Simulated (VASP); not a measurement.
Method: PBEsol GGA, VASP's PBE PAW potentials (set 64) (plane waves; VASP).

The input files of a VASP run:

KPOINTS:
```
Automatic mesh
0
Gamma
8 8 8
0 0 0
```

### POSCAR
```
LaB6
1
    4.0033549943     0.0000000000     0.0000000000
    0.0000000000     4.0033549943     0.0000000000
    0.0000000000     0.0000000000     4.0033549943
La B
1 6
Direct
  0.0000000000   0.0000000000   0.0000000000
  0.8014968248   0.5000000000   0.5000000000
  0.5000000000   0.1985031752   0.5000000000
  0.5000000000   0.8014968248   0.5000000000
  0.1985031752   0.5000000000   0.5000000000
  0.5000000000   0.5000000000   0.8014968248
  0.5000000000   0.5000000000   0.1985031752
```

**INCAR**
```
! general
SYSTEM =LaB6
PREC   =Accurate
ENCUT  =620
LREAL  =.FALSE.   ! projection in real space or not
LASPH  =.TRUE.

! electronic loop
EDIFF  =1E-6   ! SCF stop (eV)
NELM   =100   ! most electronic steps
ALGO   =Normal   ! blocked Davidson
LMAXMIX=6   ! l cut-off of mixed one-centre charges

! smearing
ISMEAR =1   ! Methfessel-Paxton
SIGMA  =0.1

! functional
GGA    =PS

! ions
IBRION =2   ! conjugate gradients
NSW    =40
ISIF   =3   ! ions, shape and volume
EDIFFG =-0.02   ! ionic stop
PSTRESS=300

! output
LWAVE  =.FALSE.
LCHARG =.FALSE.
```

POTCAR, in this order: La B (PBE.64 set). Program: vasp_std.

Output

File OUTCAR:
```
 ion  position               nearest neighbor table
   1  0.000  0.000  0.000-
   2  0.801  0.500  0.500-   5 1.59   4 1.71   3 1.71   6 1.71   7 1.71
   3  0.500  0.199  0.500-   4 1.59   2 1.71   5 1.71   6 1.71   7 1.71
   4  0.500  0.801  0.500-   3 1.59   2 1.71   5 1.71   6 1.71   7 1.71
   5  0.199  0.500  0.500-   2 1.59   3 1.71   4 1.71   6 1.71   7 1.71
   6  0.500  0.500  0.801-   7 1.59   3 1.71   4 1.71   5 1.71   2 1.71
   7  0.500  0.500  0.199-   6 1.59   3 1.71   4 1.71   5 1.71   2 1.71
  LATTYP: Found a simple cubic cell.
 ALAT       =     4.0033549943
 Subroutine PRICEL returns:
 Original cell was already a primitive cell.
 Subroutine GETGRP returns: Found 48 space group operations
The static configuration has the point symmetry O_h .
The dynamic configuration has the point symmetry O_h .
 Subroutine INISYM returns: Found 48 space group operations
 Subroutine IBZKPT returns following result:
 Found     35 irreducible k-points:

 Following reciprocal coordinates:
            Coordinates               Weight
  0.000000  0.000000  0.000000      1.000000
  0.125000  0.000000  0.000000      6.000000
  0.250000  0.000000  0.000000      6.000000
  0.375000  0.000000  0.000000      6.000000
  0.500000  0.000000  0.000000      3.000000
  0.125000  0.125000  0.000000     12.000000
  0.250000  0.125000  0.000000     24.000000
  0.375000  0.125000  0.000000     24.000000
  0.500000  0.125000  0.000000     12.000000
  0.250000  0.250000  0.000000     12.000000
  0.375000  0.250000  0.000000     24.000000
  0.500000  0.250000  0.000000     12.000000
  0.375000  0.375000  0.000000     12.000000
  0.500000  0.375000  0.000000     12.000000
  0.500000  0.500000  0.000000      3.000000
  0.125000  0.125000  0.125000      8.000000
  0.250000  0.125000  0.125000     24.000000
  0.375000  0.125000  0.125000     24.000000
  0.500000  0.125000  0.125000     12.000000
...
```

### OSZICAR
```
       N       E                     dE             d eps       ncg     rms          rms(c)
DAV:   1     0.249037690534E+03    0.24904E+03   -0.12750E+04  1284   0.240E+03
DAV:   2     0.482823438228E+01   -0.24421E+03   -0.23269E+03  1588   0.352E+02
DAV:   3    -0.535148809189E+02   -0.58343E+02   -0.52257E+02  2016   0.191E+02
DAV:   4    -0.561235186139E+02   -0.26086E+01   -0.26008E+01  2126   0.500E+01
DAV:   5    -0.562323632650E+02   -0.10884E+00   -0.10838E+00  2016   0.684E+00    0.101E+01
DAV:   6    -0.515614199831E+02    0.46709E+01   -0.12154E+01  1838   0.236E+01    0.523E+00
DAV:   7    -0.512235473764E+02    0.33787E+00   -0.49570E+00  2196   0.147E+01    0.214E+00
DAV:   8    -0.512649854991E+02   -0.41438E-01   -0.19603E+00  2146   0.153E+01    0.131E+00
DAV:   9    -0.511831819024E+02    0.81804E-01   -0.25734E-01  2088   0.456E+00    0.550E-01
DAV:  10    -0.511712031984E+02    0.11979E-01   -0.97806E-02  2084   0.309E+00    0.116E-01
DAV:  11    -0.511724784265E+02   -0.12752E-02   -0.10612E-02  2118   0.966E-01    0.127E-01
DAV:  12    -0.511718584616E+02    0.61996E-03   -0.33690E-03  2116   0.682E-01    0.350E-02
DAV:  13    -0.511718350352E+02    0.23426E-04   -0.54575E-04  2232   0.186E-01    0.101E-02
DAV:  14    -0.511718388848E+02   -0.38496E-05   -0.28378E-05  1856   0.388E-02    0.980E-03
DAV:  15    -0.511718395030E+02   -0.61816E-06   -0.13524E-05  2020   0.390E-02    0.302E-03
DAV:  16    -0.511718393671E+02    0.13585E-06   -0.25460E-06  1886   0.183E-02
   1 F= -.39157968E+02 E0= -.39158121E+02  d E =-.391580E+02
       N       E                     dE             d eps       ncg     rms          rms(c)
DAV:   1    -0.506154542177E+02    0.55639E+00   -0.17434E+01  1680   0.496E+01    0.350E+00
DAV:   2    -0.502641507304E+02    0.35130E+00   -0.99366E-01  1936   0.153E+01    0.170E+00
DAV:   3    -0.501707594852E+02    0.93391E-01   -0.62886E-01  1792   0.968E+00    0.412E-01
DAV:   4    -0.501669996134E+02    0.37599E-02   -0.79060E-02  2218   0.362E+00    0.193E-01
DAV:   5    -0.501686305078E+02   -0.16309E-02   -0.81583E-03  2058   0.866E-01    0.209E-01
DAV:   6    -0.501685240215E+02    0.10649E-03   -0.23263E-03  2034   0.535E-01    0.106E-01
DAV:   7    -0.501682061085E+02    0.31791E-03   -0.12037E-03  2164   0.421E-01    0.488E-02
DAV:   8    -0.501681334380E+02    0.72670E-04   -0.65539E-04  1788   0.334E-01    0.965E-03
DAV:   9    -0.501681324639E+02    0.97408E-06   -0.27706E-05  2106   0.635E-02    0.508E-03
DAV:  10    -0.501681336342E+02   -0.11703E-05   -0.14388E-05  2172   0.298E-02    0.382E-03
DAV:  11    -0.501681339224E+02   -0.28821E-06   -0.22141E-06  1604   0.166E-02
   2 F= -.39109808E+02 E0= -.39109886E+02  d E =0.481600E-01
       N       E                     dE             d eps       ncg     rms          rms(c)
DAV:   1    -0.509687343471E+02   -0.80060E+00   -0.53663E+00  1650   0.259E+01    0.215E+00
DAV:   2    -0.508386109276E+02    0.13012E+00   -0.65466E-01  2110   0.117E+01    0.788E-01
DAV:   3    -0.508184792367E+02    0.20132E-01   -0.61605E-02  2006   0.267E+00    0.208E-01
DAV:   4    -0.508172493917E+02    0.12298E-02   -0.12092E-02  2396   0.685E-01    0.897E-02
DAV:   5    -0.508173788851E+02   -0.12949E-03   -0.61879E-04  1858   0.200E-01    0.611E-02
DAV:   6    -0.508175189127E+02   -0.14003E-03   -0.65191E-04  2058   0.196E-01    0.302E-02
DAV:   7    -0.508175329121E+02   -0.13999E-04   -0.11689E-04  1978   0.679E-02    0.129E-02
DAV:   8    -0.508175365834E+02   -0.36713E-05   -0.41015E-05  2092   0.542E-02    0.337E-03
DAV:   9    -0.508175390279E+02   -0.24445E-05   -0.30496E-06  1790   0.200E-02    0.193E-03
DAV:  10    -0.508175389225E+02    0.10542E-06   -0.12799E-06  1148   0.979E-03
   3 F= -.39230855E+02 E0= -.39230980E+02  d E =-.728873E-01
       N       E                     dE             d eps       ncg     rms          rms(c)
DAV:   1    -0.508091347670E+02    0.84043E-02   -0.13251E-03  1712   0.417E-01    0.316E-02
DAV:   2    -0.508091057609E+02    0.29006E-04   -0.11251E-04  2208   0.155E-01    0.139E-02
DAV:   3    -0.508090996999E+02    0.60610E-05   -0.31639E-05  1896   0.662E-02    0.234E-03
DAV:   4    -0.508091001374E+02   -0.43757E-06   -0.40010E-06  1910   0.256E-02
   4 F= -.39230855E+02 E0= -.39230979E+02  d E =-.728874E-01
       N       E                     dE             d eps       ncg     rms          rms(c)
DAV:   1    -0.507924661505E+02    0.16634E-01   -0.35756E-01  1360   0.388E+00    0.239E-01
DAV:   2    -0.507917438099E+02    0.72234E-03   -0.15767E-02  1936   0.143E+00    0.127E-01
DAV:   3    -0.507910709994E+02    0.67281E-03   -0.49006E-03  1426   0.433E-01    0.269E-02
DAV:   4    -0.507910659830E+02    0.50164E-05   -0.66638E-04  2022   0.249E-01    0.179E-02
DAV:   5    -0.507910662461E+02   -0.26304E-06   -0.34524E-05  1958   0.422E-02    0.442E-03
DAV:   6    -0.507910656409E+02    0.60520E-06   -0.67867E-06  1884   0.281E-02
   5 F= -.39226136E+02 E0= -.39226259E+02  d E =0.471933E-02
       N       E                     dE             d eps       ncg     rms          rms(c)
DAV:   1    -0.508071712449E+02   -0.16105E-01   -0.20327E-01  1358   0.292E+00    0.180E-01
DAV:   2    -0.508067779701E+02    0.39327E-03   -0.90558E-03  1940   0.108E+00    0.963E-02
DAV:   3    -0.508063911931E+02    0.38678E-03   -0.28675E-03  1422   0.331E-01    0.209E-02
DAV:   4    -0.508063853606E+02    0.58325E-05   -0.39653E-04  2004   0.191E-01    0.137E-02
DAV:   5    -0.508063841417E+02    0.12189E-05   -0.21352E-05  1942   0.333E-02    0.339E-03
DAV:   6    -0.508063836227E+02    0.51909E-06   -0.41359E-06  1626   0.225E-02
   6 F= -.39231414E+02 E0= -.39231550E+02  d E =-.558919E-03
```

**OUTCAR**
```
------------------------ aborting loop because EDIFF is reached ----------------------------------------
  FORCE on cell =-STRESS in cart. coord.  units (eV):
  Direction    XX          YY          ZZ          XY          YZ          ZX
  --------------------------------------------------------------------------------------
  Total       11.6188288     11.6188288     11.6188288     -0.0000000     -0.0000000     -0.0000000
  in kB      301.1367487    301.1367487    301.1367487     -0.0000000     -0.0000000     -0.0000000
  external PRESSURE =       1.1367487 kB  Pullay stress =     300.0000000 kB
  volume of cell :       61.82
      direct lattice vectors                 reciprocal lattice vectors
     3.953997526 -0.000000000  0.000000000     0.252908605  0.000000000  0.000000000
    -0.000000000  3.953997526  0.000000000     0.000000000  0.252908605 -0.000000000
    -0.000000000  0.000000000  3.953997526    -0.000000000 -0.000000000  0.252908605
 POSITION                                       TOTAL-FORCE (eV/Angst)
 -----------------------------------------------------------------------------------
     -0.00000      0.00000      0.00000         0.000000      0.000000      0.000000
      3.17056      1.97700      1.97700         0.001657      0.000000      0.000000
      1.97700      0.78344      1.97700         0.000000     -0.001657      0.000000
      1.97700      3.17056      1.97700        -0.000000      0.001657      0.000000
      0.78344      1.97700      1.97700        -0.001657      0.000000      0.000000
      1.97700      1.97700      3.17056        -0.000000      0.000000      0.001657
      1.97700      1.97700      0.78344         0.000000      0.000000     -0.001657
 -----------------------------------------------------------------------------------
    total drift:                                0.000000      0.000000      0.000000
  FREE ENERGIE OF THE ION-ELECTRON SYSTEM (eV)
  ---------------------------------------------------
  free  energy   TOTEN  =       -50.8063836227 eV

  energy  without entropy=      -50.8067906398  energy(sigma->0) =      -50.80651930
  enthalpy is  TOTEN    =       -39.2314142117 eV   P V=       11.5749694110

 reached required accuracy - stopping structural energy minimisation
```
(Selected blocks of OUTCAR.)

File CONTCAR:
```
LaB6
   1.00000000000000
     3.9539975258150841   -0.0000000000000000    0.0000000000000000
    -0.0000000000000000    3.9539975258150841    0.0000000000000000
    -0.0000000000000000    0.0000000000000000    3.9539975258150841
  La              B
     1     6
Direct
     0.0000000000000000    0.0000000000000000    0.0000000000000000
     0.8018615877826144    0.5000000000000000    0.5000000000000000
     0.5000000000000000    0.1981384122173856    0.5000000000000000
     0.5000000000000000    0.8018615877826144    0.5000000000000000
     0.1981384122173856    0.5000000000000000    0.5000000000000000
     0.5000000000000000    0.5000000000000000    0.8018615877826144
     0.5000000000000000    0.5000000000000000    0.1981384122173856
```

Energy and stress use the plane-wave basis of the starting cell.

The compound is LaB6 in the cab6 structure. This run relaxes it under an external pressure of 30 GPa. Symmetry was kept, so distortions that lower it aren't found. The electron count is odd and the run is not spin-polarised, which forces a metal.
